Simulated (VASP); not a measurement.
Output of a VASP run:

**OUTCAR**
```
 ion  position               nearest neighbor table
   1  0.000  0.000  0.000-   2 2.26   2 2.26   2 2.26   2 2.26   2 2.26   2 2.26
   2  0.500  0.500  0.500-   1 2.26   1 2.26   1 2.26   1 2.26   1 2.26   1 2.26
  LATTYP: Found a face centered cubic cell.
 ALAT       =     4.5200000000
 Subroutine PRICEL returns:
 Original cell was already a primitive cell.
 Subroutine GETGRP returns: Found 48 space group operations
The static configuration has the point symmetry O_h .
The dynamic configuration has the point symmetry O_h .
 Subroutine INISYM returns: Found 48 space group operations
 Subroutine IBZKPT returns following result:
 Found     84 irreducible k-points:

 Following reciprocal coordinates:
            Coordinates               Weight
  0.000000  0.000000  0.000000      1.000000
  0.076923  0.000000  0.000000      8.000000
  0.153846  0.000000  0.000000      8.000000
  0.230769  0.000000  0.000000      8.000000
  0.307692  0.000000  0.000000      8.000000
  0.384615  0.000000  0.000000      8.000000
  0.461538  0.000000  0.000000      8.000000
  0.076923  0.076923  0.000000      6.000000
  0.153846  0.076923  0.000000     24.000000
  0.230769  0.076923  0.000000     24.000000
  0.307692  0.076923  0.000000     24.000000
  0.384615  0.076923  0.000000     24.000000
  0.461538  0.076923  0.000000     24.000000
 -0.461538  0.076923  0.000000     24.000000
 -0.384615  0.076923  0.000000     24.000000
 -0.307692  0.076923  0.000000     24.000000
 -0.230769  0.076923  0.000000     24.000000
 -0.153846  0.076923  0.000000     24.000000
 -0.076923  0.076923  0.000000     12.000000
  0.153846  0.153846  0.000000      6.000000
  0.230769  0.153846  0.000000     24.000000
  0.307692  0.153846  0.000000     24.000000
  0.384615  0.153846  0.000000     24.000000
  0.461538  0.153846  0.000000     24.000000
 -0.461538  0.153846  0.000000     24.000000
 -0.384615  0.153846  0.000000     24.000000
 -0.307692  0.153846  0.000000     24.000000
 -0.230769  0.153846  0.000000     24.000000
 -0.153846  0.153846  0.000000     12.000000
  0.230769  0.230769  0.000000      6.000000
  0.307692  0.230769  0.000000     24.000000
  0.384615  0.230769  0.000000     24.000000
  0.461538  0.230769  0.000000     24.000000
 -0.461538  0.230769  0.000000     24.000000
 -0.384615  0.230769  0.000000     24.000000
 -0.307692  0.230769  0.000000     24.000000
 -0.230769  0.230769  0.000000     12.000000
  0.307692  0.307692  0.000000      6.000000
  0.384615  0.307692  0.000000     24.000000
  0.461538  0.307692  0.000000     24.000000
   k-points           NKPTS =     84   k-points in BZ     NKDIM =     84   number of bands    NBANDS=     11
   number of dos      NEDOS =    301   number of ions     NIONS =      2
   total plane-waves  NPLWV =  13824
   dimension x,y,z NGX =    24 NGY =   24 NGZ =   24
   dimension x,y,z NGXF=    48 NGYF=   48 NGZF=   48
   ions per type =               1   1
   PREC   = accura    normal or accurate (medium, high low for compatibility)
   ISTART =      0    job   : 0-new  1-cont  2-samecut
   ICHARG =      2    charge: 1-file 2-atom 10-const
   ISPIN  =      1    spin polarized calculation?
   LNONCOLLINEAR =      F non collinear calculations
   LSORBIT =      F    spin-orbit coupling
   INIWAV =      1    electr: 0-lowe 1-rand  2-diag
   ENCUT  =  520.0 eV  38.22 Ry    6.18 a.u.   5.94  5.94  5.94*2*pi/ulx,y,z
   NELM   =    100;   NELMIN=  2; NELMDL= -5     # of ELM steps
   EDIFF  = 0.1E-05   stopping-criterion for ELM
   LREAL  =      F    real-space projection
   NLSPLINE    = F    spline interpolate recip. space projectors
   LMAXMIX     =    6 max onsite mixed and CHGCAR
   VOSKOWN=      0    Vosko Wilk Nusair interpolation
   EDIFFG = -.1E-01   stopping-criterion for IOM
   NSW    =     60    number of steps for IOM
   NBLOCK =      1;   KBLOCK =     60    inner block; outer block
   IBRION =      2    ionic relax: 0-MD 1-quasi-New 2-CG
...
```

OSZICAR:
```
       N       E                     dE             d eps       ncg     rms          rms(c)
DAV:   1     0.359546167232E+02    0.35955E+02   -0.82872E+03  1848   0.128E+03
DAV:   2    -0.226749891204E+02   -0.58630E+02   -0.55161E+02  2423   0.249E+02
DAV:   3    -0.247446665907E+02   -0.20697E+01   -0.20571E+01  2405   0.409E+01
DAV:   4    -0.247612782942E+02   -0.16612E-01   -0.16367E-01  2179   0.368E+00
DAV:   5    -0.247615536580E+02   -0.27536E-03   -0.27459E-03  2373   0.344E-01    0.491E+01
DAV:   6    -0.218366359359E+02    0.29249E+01   -0.15525E+01  2160   0.282E+01    0.411E+01
DAV:   7    -0.217773922010E+02    0.59244E-01   -0.68928E-01  2106   0.759E+00    0.264E+01
DAV:   8    -0.217656416049E+02    0.11751E-01   -0.13396E-01  2170   0.341E+00    0.617E+00
DAV:   9    -0.217548826152E+02    0.10759E-01   -0.61984E-02  2183   0.173E+00    0.154E+00
DAV:  10    -0.217544697793E+02    0.41284E-03   -0.23117E-03  2167   0.444E-01    0.339E-01
DAV:  11    -0.217544742237E+02   -0.44444E-05   -0.23553E-04  2296   0.136E-01    0.538E-02
DAV:  12    -0.217544706777E+02    0.35460E-05   -0.14525E-05  2237   0.363E-02    0.360E-02
DAV:  13    -0.217544703828E+02    0.29492E-06   -0.57168E-07  1167   0.836E-03
   1 F= -.22387463E+02 E0= -.22387360E+02  d E =-.223875E+02
       N       E                     dE             d eps       ncg     rms          rms(c)
DAV:   1    -0.217734871645E+02   -0.19016E-01   -0.14556E+00  1848   0.124E+01    0.412E+00
DAV:   2    -0.217334809515E+02    0.40006E-01   -0.64850E-02  1941   0.245E+00    0.189E+00
DAV:   3    -0.217216144440E+02    0.11867E-01   -0.25239E-02  2046   0.157E+00    0.116E+00
DAV:   4    -0.217212509092E+02    0.36353E-03   -0.13754E-03  2326   0.377E-01    0.731E-01
DAV:   5    -0.217212296796E+02    0.21230E-04   -0.14333E-04  2176   0.101E-01    0.789E-02
DAV:   6    -0.217212298476E+02   -0.16799E-06   -0.15704E-05  2314   0.387E-02    0.171E-02
DAV:   7    -0.217212291031E+02    0.74454E-06   -0.59505E-07  1209   0.849E-03
   2 F= -.22380864E+02 E0= -.22380732E+02  d E =0.659911E-02
       N       E                     dE             d eps       ncg     rms          rms(c)
DAV:   1    -0.217702614280E+02   -0.49032E-01   -0.62356E-01  1848   0.812E+00    0.271E+00
DAV:   2    -0.217531597520E+02    0.17102E-01   -0.28698E-02  1923   0.162E+00    0.126E+00
DAV:   3    -0.217480618456E+02    0.50979E-02   -0.10958E-02  2058   0.102E+00    0.782E-01
DAV:   4    -0.217478965852E+02    0.16526E-03   -0.64257E-04  2314   0.255E-01    0.480E-01
DAV:   5    -0.217478721460E+02    0.24439E-04   -0.71575E-05  2192   0.717E-02    0.474E-02
DAV:   6    -0.217478705077E+02    0.16384E-05   -0.64314E-06  2258   0.257E-02    0.123E-02
DAV:   7    -0.217478707184E+02   -0.21073E-06   -0.24458E-07  1119   0.536E-03
   3 F= -.22389917E+02 E0= -.22389805E+02  d E =-.245421E-02
```

**OUTCAR**
```
------------------------ aborting loop because EDIFF is reached ----------------------------------------
 Edisp (eV)   -0.64205
  FORCE on cell =-STRESS in cart. coord.  units (eV):
  Direction    XX          YY          ZZ          XY          YZ          ZX
  --------------------------------------------------------------------------------------
  Total      -0.00096    -0.00096    -0.00096    -0.00000    -0.00000    -0.00000
  in kB      -0.06764    -0.06764    -0.06764    -0.00000    -0.00000    -0.00000
  external pressure =       -0.07 kB  Pullay stress =        0.00 kB
  volume of cell :       22.83
      direct lattice vectors                 reciprocal lattice vectors
    -0.000000000  2.251729661  2.251729661    -0.222051523  0.222051523  0.222051523
     2.251729661  0.000000000  2.251729661     0.222051523 -0.222051523  0.222051523
     2.251729661  2.251729661 -0.000000000     0.222051523  0.222051523 -0.222051523
 POSITION                                       TOTAL-FORCE (eV/Angst)
 -----------------------------------------------------------------------------------
     -0.00000      0.00000      0.00000         0.000000     -0.000000     -0.000000
      2.25173      2.25173      2.25173        -0.000000      0.000000      0.000000
 -----------------------------------------------------------------------------------
    total drift:                                0.000000     -0.000000     -0.000000
  FREE ENERGIE OF THE ION-ELECTRON SYSTEM (eV)
  ---------------------------------------------------
  free  energy   TOTEN  =       -22.3899169776 eV

  energy  without entropy=      -22.3895799530  energy(sigma->0) =      -22.38980464

 reached required accuracy - stopping structural energy minimisation
```
(Selected blocks of OUTCAR.)

POSCAR:
```
HfN
1
    0.0000000000     2.2600000000     2.2600000000
    2.2600000000     0.0000000000     2.2600000000
    2.2600000000     2.2600000000     0.0000000000
Hf N
1 1
Direct
  0.0000000000   0.0000000000   0.0000000000
  0.5000000000   0.5000000000   0.5000000000
```

Q: Reconstruct the remaining input files.

A: Several could match; the one computed here: the input of the run itself, PBE GGA with D3 dispersion (zero damping), plane waves, VASP's PBE PAW potentials (set 64).

**INCAR**
```
IBRION = 2
NELM = 100   ! most electronic steps
LASPH = .TRUE.
GGA = PE   ! PBE
NSW = 60   ! most ionic steps
SIGMA = 0.1   ! width (eV)
ISMEAR = 1   ! Methfessel-Paxton
SYSTEM = HfN
PREC = Accurate
EDIFFG = -0.01   ! ionic stop
LREAL = .FALSE.
LMAXMIX = 6   ! l cut-off of mixed one-centre charges
ALGO = Normal   ! blocked Davidson
ISIF = 3   ! ions, shape and volume
LWAVE = .FALSE.
EDIFF = 1E-6
IVDW = 11
LCHARG = .FALSE.
ENCUT = 520   ! plane-wave cut-off (eV)
```

KPOINTS:
```
Automatic mesh
0
Gamma
13 13 13
0 0 0
```

POTCAR, in this order: Hf_pv N (PBE.64 set). Program: vasp_std.

The compound is HfN in the rock salt structure. This run relaxes it. Symmetry was kept, so distortions that lower it aren't found. The electron count is odd and the run is not spin-polarised, which forces a metal.
